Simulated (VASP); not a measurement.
Calculation: revTPSS meta-GGA, VASP's PBE PAW potentials (set 64) (plane waves; VASP).

The input files of a VASP run:

File KPOINTS:
```
Automatic mesh
0
Gamma
1 1 1
0 0 0
```

INCAR:
```
# general
SYSTEM  = Al atom
PREC    = Normal
ENCUT   = 520
LREAL   = F
LASPH   = T
ISYM    = 0

# electronic loop
EDIFF   = 1E-6
NELM    = 200
ALGO    = All
LMIXTAU = T

# smearing
ISMEAR  = 0
SIGMA   = 0.01

# functional
METAGGA = RTPSS

# spin
ISPIN   = 2
MAGMOM  = 1
NUPDOWN = 1

# output
LWAVE   = F
LCHARG  = F
LORBIT  = 10
```

POSCAR:
```
Al atom
13.0
  0.9230769231   0.0000000000   0.0000000000
  0.0000000000   0.9615384615   0.0000000000
  0.0000000000   0.0000000000   1.0000000000
Al
1
Direct
  0.0000000000   0.0000000000   0.0000000000
```

POTCAR, in this order: Al (PBE.64 set). Program: vasp_gam. Read from the step before: WAVECAR.

The run wrote:

**OSZICAR**
```
       N       E                     dE             d eps       ncg     rms           ort
SDA:   1    -0.152804600203E+01   -0.15280E+01    0.00000E+00     6   0.536E-01   0.000E+00
CGA:   2    -0.154899773562E+01   -0.20952E-01   -0.20953E-01     6   0.976E-02  -0.807E-04
SDA:   3    -0.160227378823E+01   -0.53276E-01   -0.52502E-01     6   0.135E+00  -0.242E-01
CGA:   4    -0.170990883412E+01   -0.10764E+00   -0.11024E+00     6   0.535E-01  -0.289E-01
CGA:   5    -0.172617380780E+01   -0.16265E-01   -0.16265E-01     6   0.999E-02  -0.386E-04
CGA:   6    -0.172956932369E+01   -0.33955E-02   -0.33950E-02     6   0.279E-02  -0.162E-04
CGA:   7    -0.173070342042E+01   -0.11341E-02   -0.11339E-02     6   0.749E-03   0.561E-05
CGA:   8    -0.173097644686E+01   -0.27303E-03   -0.27316E-03     6   0.160E-03   0.746E-05
CGA:   9    -0.173104018633E+01   -0.63739E-04   -0.63724E-04     6   0.406E-04   0.141E-06
CGA:  10    -0.173105641688E+01   -0.16231E-04   -0.16255E-04     6   0.870E-05  -0.152E-05
CGA:  11    -0.173105960277E+01   -0.31859E-05   -0.31876E-05     6   0.208E-05   0.496E-06
CGA:  12    -0.173106048972E+01   -0.88695E-06   -0.94415E-06     6   0.736E-06  -0.931E-07
   1 F= -.17310605E+01 E0= -.17310605E+01  d E =-.666190E-18  mag=     1.0000
```

### OUTCAR
```
------------------------ aborting loop because EDIFF is reached ----------------------------------------
  FORCE on cell =-STRESS in cart. coord.  units (eV):
  Direction    XX          YY          ZZ          XY          YZ          ZX
  --------------------------------------------------------------------------------------
  Total       -0.0024232      0.0032292     -0.0024344      0.0000022      0.0000029     -0.0000014
  in kB       -0.0019910      0.0026532     -0.0020002      0.0000018      0.0000024     -0.0000012
  external PRESSURE =      -0.0004460 kB  Pullay stress =       0.0000000 kB
  volume of cell :     1950.00
      direct lattice vectors                 reciprocal lattice vectors
    12.000000000  0.000000000  0.000000000     0.083333333  0.000000000  0.000000000
     0.000000000 12.500000000  0.000000000     0.000000000  0.080000000  0.000000000
     0.000000000  0.000000000 13.000000000     0.000000000  0.000000000  0.076923077
 POSITION                                       TOTAL-FORCE (eV/Angst)
 -----------------------------------------------------------------------------------
      0.00000      0.00000      0.00000        -0.000000      0.000000     -0.000000
 -----------------------------------------------------------------------------------
    total drift:                               -0.000000      0.000000     -0.000000
  FREE ENERGIE OF THE ION-ELECTRON SYSTEM (eV)
  ---------------------------------------------------
  free  energy   TOTEN  =        -1.7310604897 eV

  energy  without entropy=       -1.7310604897  energy(sigma->0) =       -1.73106049

 total charge

# of ion       s       p       d       tot
------------------------------------------
    1        0.640   0.155   0.000   0.795

 magnetization (x)

# of ion       s       p       d       tot
------------------------------------------
    1       -0.000   0.155   0.000   0.155
```
(Selected blocks of OUTCAR.)

The atom may not be in its lowest state.

The cell is a free atom in a box.
